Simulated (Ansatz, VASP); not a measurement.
# SiO2: VASP beside Ansatz, part 2 of 2

One calculation is typed for both programs; each brings its own data sets. How far apart do they land? The cell is taken from a series of runs on this material, whose earlier steps may have relaxed, scaled, displaced or heated it; both programs get it as it stands. Other levels of theory on this material are compared in a session of their own.

VASP 6.6.1 and Ansatz 0.2.0.

So far. Step 2 (VASP: single point, r2SCAN): The run ends at a pressure of 4.37 GPa, with forces up to 0.033 eV/Å.

## (5) VASP: single point, r2SCAN with rVV10

Level of this step: r2SCAN with rVV10; plane waves and PAW (Si, O) (VASP).

With cell and atoms fixed, the geometry can't cause a difference; cores, projectors, grids and the points listed under the comparison can.

Input file INCAR:

```
SYSTEM = SiO2
PREC = Accurate
ENCUT = 580
EDIFF = 1E-06
NELM = 120
ISMEAR = 0
SIGMA = 0.01
LREAL = .FALSE.
ALGO = Normal
METAGGA = R2SCAN
LUSE_VDW = .TRUE.
IVDW_NL = 2
BPARAM = 11.95
CPARAM = 0.0093
LASPH = .TRUE.
NBANDS = 33
LORBIT = 11
LWAVE = .FALSE.
LCHARG = .FALSE.
ISIF = 2
GGA_COMPAT = .FALSE.
EFERMI = MIDGAP
LMIXTAU = .TRUE.
KPAR = 2
```

Input file POSCAR:

```
SiO2
1.0
    4.7815968017      0.0000000000      0.0000000000
   -2.3907984008      4.1409843009      0.0000000000
    0.0000000000      0.0000000000      5.2601494077
Si O
3 6
Direct
    0.4561689117      0.0000000000      0.6666666667
    0.0000000000      0.4561689117      0.3333333333
    0.5438310883      0.5438310883      1.0000000000
    0.4058805719      0.2888513514      0.7682384365
    0.7111486486      0.1170292205      0.4349051032
    0.8829707795      0.5941194281      0.1015717698
    0.2888513514      0.4058805719      0.2317615635
    0.1170292205      0.7111486486      0.5650948968
    0.5941194281      0.8829707795      0.8984282302
```

Input file KPOINTS:

```
Automatic mesh
0
Gamma
6 6 4
0 0 0
```

The projector-augmented-wave data sets are Si and O (PBE family, release 64).

On the command line:

```bash
mpirun -np 2 vasp_std
```

Numbers of over 12 decimals in the logs are rounded to 6 here.

The log of the run:

```text
[banner, memory and clock lines left out]
running    2 mpi-ranks, on    1 nodes
[...]
|                                                                             |
|               ----> ADVICE to this user running VASP <----                  |
|                                                                             |
|     You have switched on vdW-DFT.                                           |
|     This routine was written and supplied by Jiri Klimes. We recommend      |
|     that you carefully read and cite the following publications:            |
|       J. Klimes, D.R. Bowler, A. Michelides                                 |
|          J. Phys.: Cond Matt. 22 022201 (2010)                              |
|       J. Klimes, D.R. Bowler, A. Michelides                                 |
|          Phys. Rev. B. 83, 195131 (2011)                                    |
|     and references therein.                                                 |
|                                                                             |

[...]
Total rVV10 correction in eV:      1.4082522    52.1207594
Total rVV10 correction in eV:      1.4082522    52.1207594
DAV:  17    -0.879011559290E+02   -0.89651E-05   -0.38339E-05  2014   0.527E-02    0.809E-03
Total rVV10 correction in eV:      1.4083352    52.1207594
Total rVV10 correction in eV:      1.4083352    52.1207594
DAV:  18    -0.879012542185E+02   -0.98290E-04   -0.80452E-05  1626   0.813E-02    0.906E-03
Total rVV10 correction in eV:      1.4082227    52.1207594
Total rVV10 correction in eV:      1.4082227    52.1207594
DAV:  19    -0.879012771210E+02   -0.22902E-04   -0.96163E-06  1644   0.286E-02    0.300E-03
Total rVV10 correction in eV:      1.4082276    52.1207594
Total rVV10 correction in eV:      1.4082276    52.1207594
DAV:  20    -0.879012782044E+02   -0.10834E-05   -0.12068E-06  1375   0.805E-03    0.895E-04
Total rVV10 correction in eV:      1.4082162    52.1207594
Total rVV10 correction in eV:      1.4082162    52.1207594
DAV:  21    -0.879012784945E+02   -0.29008E-06   -0.15277E-07  1110   0.319E-03
Total rVV10 correction in eV:      1.4082061    52.1207594
Total rVV10 correction in eV:      1.4082061    52.1207594
Total rVV10 correction in eV:      1.4082012    52.1207594
Total rVV10 correction in eV:      1.4082012    52.1207594
   1 F= -.87901278E+02 E0= -.87901278E+02  d E =0.000000E+00
```

From OUTCAR (step 5):

```text
  Total        2.0817168      2.0817168      2.8875021      0.0000000      0.0000000      0.0000000
  in kB       32.0226751     32.0226751     44.4179264      0.0000000      0.0000000      0.0000000
  external PRESSURE =      36.1544255 kB  Pullay stress =       0.0000000 kB

 POSITION                                       TOTAL-FORCE (eV/Angst)
 -----------------------------------------------------------------------------------
      2.18122      0.00000      3.50677        -0.035341      0.000000      0.000000
     -1.09061      1.88899      1.75338         0.017670     -0.030606     -0.000000
      1.30019      2.25200      0.00000         0.017670      0.030606      0.000000
      1.25017      1.19613      4.04105        -0.032401      0.010134     -0.023157
      3.12063      0.48462      2.28767         0.007424     -0.033127     -0.023157
      2.80159      2.46024      0.53428         0.024977      0.022993     -0.023157
      0.41079      1.68075      1.21910         0.024977     -0.022993      0.023157
     -1.14063      2.94486      2.97248        -0.032401     -0.010134      0.023157
      0.72983      3.65637      4.72587         0.007424      0.033127      0.023157
 -----------------------------------------------------------------------------------
    total drift:                               -0.000000     -0.000001      0.000000

  FREE ENERGIE OF THE ION-ELECTRON SYSTEM (eV)
  ---------------------------------------------------
  free  energy   TOTEN  =       -87.9012784945 eV

  energy  without entropy=      -87.9012784945  energy(sigma->0) =      -87.90127849

[... 2 parts as in an earlier step ...]

[... 1 further part left out ...]
[key lines of the parts left out:]
E-fermi :   4.7470
```

The run ends at a pressure of 3.62 GPa, with forces up to 0.041 eV/Å.

## (6) Ansatz: single point, r2SCAN with rVV10

The same cell, functional and mesh now go to Ansatz.

The cell is taken from a series of runs on this material, whose earlier steps may have relaxed, scaled, displaced or heated it; both programs get it as it stands.

Input file input.yaml:

```yaml
crystal:
  lattice:
    - [4.7815968017, 0.0, 0.0]
    - [-2.3907984008, 4.1409843009, 0.0]
    - [0.0, 0.0, 5.2601494077]
  atoms:
    - { symbol: Si, position: [0.4561689117, 0.0, 0.6666666667] }
    - { symbol: Si, position: [0.0, 0.4561689117, 0.3333333333] }
    - { symbol: Si, position: [0.5438310883, 0.5438310883, 0.0] }
    - { symbol: O, position: [0.4058805719, 0.2888513514, 0.7682384365] }
    - { symbol: O, position: [0.7111486486, 0.1170292205, 0.4349051032] }
    - { symbol: O, position: [0.8829707795, 0.5941194281, 0.1015717698] }
    - { symbol: O, position: [0.2888513514, 0.4058805719, 0.2317615635] }
    - { symbol: O, position: [0.1170292205, 0.7111486486, 0.5650948968] }
    - { symbol: O, position: [0.5941194281, 0.8829707795, 0.8984282302] }
kpoints:
  mp_grid: { grid: [6, 6, 4] }
hamiltonian:
  xc: r2scan
  dispersion: rvv10
scf:
  occupations: { method: fixed }
  n_extra_bands: 7
  lower_state_search: "off"
  convergence: { dr2_threshold: 1.0e-09 }
output:
  eigenvalues: true
basis:
  ecutwfc: 650
```

On the command line:

```bash
ansatz run input.yaml --threads 24 --pin off --max-ram 27648MiB --backend cpu --events-out ev --progress --plain --runs-dir out
```

The log of the run:

```text
[...]
Crystal: 9 atoms, lattice volume = 104.154 Å³
Basis set: ecut = 650 eV, 3909 PW (Γ), exchange–correlation on 180×180×200 points (64 copies of the dense FFT grid, shifted against one another)
Bands: 31, of which v1, the nominal top of the filled ones, is band 24 counted from 1 (23 counted from 0)
Symmetry: 6 space group operations
[...]
k-points: 24 of 144 (time reversal used)
[...]
SCF 1 converged in 8 iterations: F = -5337.075700 eV  dr2 = 5.53e-10
[...]
SCF converged after 8 iterations
Free energy (F): -5337.075700 eV
[...]
Internal energy: -5337.075700 eV  (E = F + TS)
E sigma→0 (E₀):  -5337.075700 eV
Fermi energy:    2.901321 eV
[...]
--- Band table (eV; the first three rows and the last of 24) ---
[... rows of the band table ...]
```

## (7) Differences

The two programs side by side:

| quantity | Ansatz | VASP | difference |
| --- | --- | --- | --- |
| gap on the k mesh (eV) | 6.824 | 6.827 | -0.003 |

A gap on the mesh is an upper bound, since the band edges may lie between its points.

## (8) VASP: single point, r2SCAN with D4

With cell and atoms fixed, the geometry can't cause a difference; cores, projectors, grids and the points listed under the comparison can.

INCAR: that of step 5 with these lines changed.

```diff
@@ -10,6 +10,7 @@
 METAGGA = R2SCAN
-LUSE_VDW = .TRUE.
-IVDW_NL = 2
-BPARAM = 11.95
-CPARAM = 0.0093
+IVDW = 13
+VDW_S6 = 1
+VDW_S8 = 0.6018749
+VDW_A1 = 0.51559235
+VDW_A2 = 5.77342911
 LASPH = .TRUE.
```

POSCAR is that of step 5.

KPOINTS is that of step 5.

On the command line:

```bash
mpirun -np 2 vasp_std
```

The log of the run:

```text
[banner, memory and clock lines left out]
running    2 mpi-ranks, on    1 nodes
[...]
[... a notice as in an earlier step ...]

 LDA part: xc-table for (None), standard interpolation
 POSCAR, INCAR and KPOINTS ok, starting setup
[...]
entering main loop
       N       E                     dE             d eps       ncg     rms          rms(c)
[... 20 cycles as in an earlier step ...]
   1 F= -.89998659E+02 E0= -.89998659E+02  d E =0.000000E+00
```

From OUTCAR (step 8):

```text
  Edisp (eV):   -0.68681

  Total       1.94132     1.94132     2.73630     0.00000    -0.00000     0.00000
  in kB      29.86304    29.86304    42.09196     0.00000    -0.00000     0.00000
  external pressure =       33.94 kB  Pullay stress =        0.00 kB

 POSITION                                       TOTAL-FORCE (eV/Angst)
 -----------------------------------------------------------------------------------
      2.18122      0.00000      3.50677        -0.034951     -0.000000      0.000000
     -1.09061      1.88899      1.75338         0.017475     -0.030268      0.000000
      1.30019      2.25200      0.00000         0.017475      0.030268      0.000000
      1.25017      1.19613      4.04105         0.005577      0.002672      0.003061
      3.12063      0.48462      2.28767        -0.005102      0.003494      0.003061
      2.80159      2.46024      0.53428        -0.000475     -0.006166      0.003061
      0.41079      1.68075      1.21910        -0.000475      0.006166     -0.003061
     -1.14063      2.94486      2.97248         0.005577     -0.002672     -0.003061
      0.72983      3.65637      4.72587        -0.005102     -0.003494     -0.003061
 -----------------------------------------------------------------------------------
    total drift:                               -0.000000     -0.000001      0.000000

  FREE ENERGIE OF THE ION-ELECTRON SYSTEM (eV)
  ---------------------------------------------------
  free  energy   TOTEN  =       -89.9986592311 eV

  energy  without entropy=      -89.9986592311  energy(sigma->0) =      -89.99865923

[... 2 parts as in an earlier step ...]

[... 1 further part left out ...]
[key lines of the parts left out:]
E-fermi :   4.7992
```

The run ends at a pressure of 3.39 GPa, with forces up to 0.035 eV/Å.

## (9) Ansatz: single point, r2SCAN with D4

The same cell, functional and mesh now go to Ansatz.

The cell is taken from a series of runs on this material, whose earlier steps may have relaxed, scaled, displaced or heated it; both programs get it as it stands.

input.yaml: that of step 6 with these lines changed.

```diff
@@ -19,3 +19,3 @@
   xc: r2scan
-  dispersion: rvv10
+  dispersion: d4
 scf:
```

On the command line:

```bash
ansatz run input.yaml --threads 24 --pin off --max-ram 27648MiB --backend cpu --events-out ev --progress --plain --runs-dir out
```

The log of the run:

```text
[...]
Crystal: 9 atoms, lattice volume = 104.154 Å³
Basis set: ecut = 650 eV, 3909 PW (Γ), exchange–correlation on 160×160×180 points (64 copies of the dense FFT grid, shifted against one another)
Bands: 31, of which v1, the nominal top of the filled ones, is band 24 counted from 1 (23 counted from 0)
Symmetry: 6 space group operations
[...]
k-points: 24 of 144 (time reversal used)
[...]
SCF iter   1: F=-5340.863131 eV  HF=-5340.634336 eV  |F-HF|=2.29e-1  |Δ(HF+E_count)|=         —  Δρ=7.91e-3  dr2=6.09e-2  dr2_τ=8.16e-1  ethr=1.77e-3  ⟨swp⟩=5.0  Hψ=3530  notcnv=0  defer=107
[...]
SCF iter   8: F=-5340.889008 eV  HF=-5340.889008 eV  |F-HF|=2.00e-11  |Δ(HF+E_count)|=   3.50e-9  Δρ=4.37e-7  dr2=1.82e-10  dr2_τ=1.39e-11  ethr=2.08e-12  ⟨swp⟩=10.1  Hψ=3620  notcnv=0
SCF 1 converged in 8 iterations: F = -5340.889008 eV  dr2 = 1.82e-10
[...]
SCF converged after 8 iterations
Free energy (F): -5340.889008 eV
[...]
Internal energy: -5340.889008 eV  (E = F + TS)
E sigma→0 (E₀):  -5340.889008 eV
Fermi energy:    2.908916 eV
[...]
--- Band table (eV; the first three rows and the last of 24) ---
[... rows of the band table ...]
```

## (10) Side by side

Both answers:

| quantity | Ansatz | VASP | difference |
| --- | --- | --- | --- |
| gap on the k mesh (eV) | 6.911 | 6.916 | -0.005 |

A gap on the mesh is an upper bound, since the band edges may lie between its points.

## (11) What came out

* difference in gap on the k mesh (single point, r2SCAN): -0.0048 eV
* difference in gap on the k mesh (single point, r2SCAN with rVV10): -0.0025 eV
* difference in gap on the k mesh (single point, r2SCAN with D4): -0.0048 eV

The difference in gap on the k mesh is -0.0048 eV (single point, r2SCAN), within the 0.08 eV picked in this series as the mark of a large difference. 5 further pairs of this series are not shown here. Such differences can come from data sets, numerical settings and the points named under the comparisons, not from the functional's error against experiment.

[Lines on the potential files, build, host, timing and source positions are cut from VASP's logs without a mark.]

[Logs are printed without paths, hosts, clocks, repeated set-up lines and the standing remarks that a program may print on its own settings, such as how far it seeks lower states.]

[Hosts, paths, dates, database ids (printed as entryN), source tags and the programs' standing remarks are cut or masked in the printed files.]
